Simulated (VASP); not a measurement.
These are PBEsol GGA, VASP's PBE PAW potentials (set 64) (plane waves; VASP) values and carry that method's errors.

VASP ran on this input.

File POSCAR:
```
PbS
1.0
  0.0000000000   2.9499783819   2.9499783819
  2.9499783819   0.0000000000   2.9499783819
  2.9499783819   2.9499783819   0.0000000000
Pb S
1 1
direct
  0.0000000000   0.0000000000   0.0000000000
  0.5000000000   0.5000000000   0.5000000000
```

**KPOINTS**
```
Automatic mesh
0
gamma
8 8 8
```

INCAR:
```
# general
SYSTEM  = PbS
PREC    = Accurate
ENCUT   = 500   # plane-wave cut-off (eV)
LREAL   = .FALSE.   # projection in real space or not
LASPH   = .TRUE.   # aspherical one-centre terms

# electronic loop
EDIFF   = 1E-6   # SCF stop (eV)
NELM    = 100
ALGO    = Normal
LMAXMIX = 4   # l cut-off of mixed one-centre charges

# smearing
ISMEAR  = 0   # Gaussian
SIGMA   = 0.05   # width (eV)

# functional
GGA     = PS

# ions
IBRION  = 2   # conjugate gradients
NSW     = 40   # most ionic steps
ISIF    = 3
EDIFFG  = -0.02   # ionic stop
PSTRESS = 50   # kbar

# output
LWAVE   = .FALSE.
LCHARG  = .FALSE.
```

POTCAR, in this order: Pb_d S (PBE.64 set). Program: vasp_std.

Energy and stress use the plane-wave basis of the starting cell. Unless said otherwise, spin-orbit coupling is left out, though it shifts the bands of the heavy elements here.

Task: What does the run give for the energy per atom (σ→0), volume per atom, band gap (on the k-mesh)?

Result: 
```yaml
energy per atom (σ→0): -4.702 eV/atom
band gap (on the k-mesh): 0.11 eV
volume_per_atom: 23.88 Å³/atom
```

### OSZICAR
```
...
DAV:   1    -0.977100489985E+01   -0.45646E+00   -0.12088E+01  1028   0.715E+01    0.360E+00
DAV:   2    -0.945659676032E+01    0.31441E+00   -0.68319E-01   992   0.157E+01    0.124E+00
DAV:   3    -0.940402013572E+01    0.52577E-01   -0.22451E-01  1016   0.900E+00    0.252E-01
DAV:   4    -0.940430743065E+01   -0.28729E-03   -0.54316E-03   812   0.753E-01    0.117E-01
DAV:   5    -0.940433013487E+01   -0.22704E-04   -0.37581E-04  1058   0.239E-01    0.514E-02
DAV:   6    -0.940433763808E+01   -0.75032E-05   -0.61628E-05  1144   0.751E-02    0.101E-02
DAV:   7    -0.940433687668E+01    0.76140E-06   -0.30327E-06   822   0.142E-02
   3 F= -.79140142E+01 E0= -.79139541E+01  d E =-.590064E-01
```

The compound is PbS in the rock salt structure. This run relaxes it under an external pressure of 5 GPa. Symmetry was kept, so distortions that lower it aren't found.
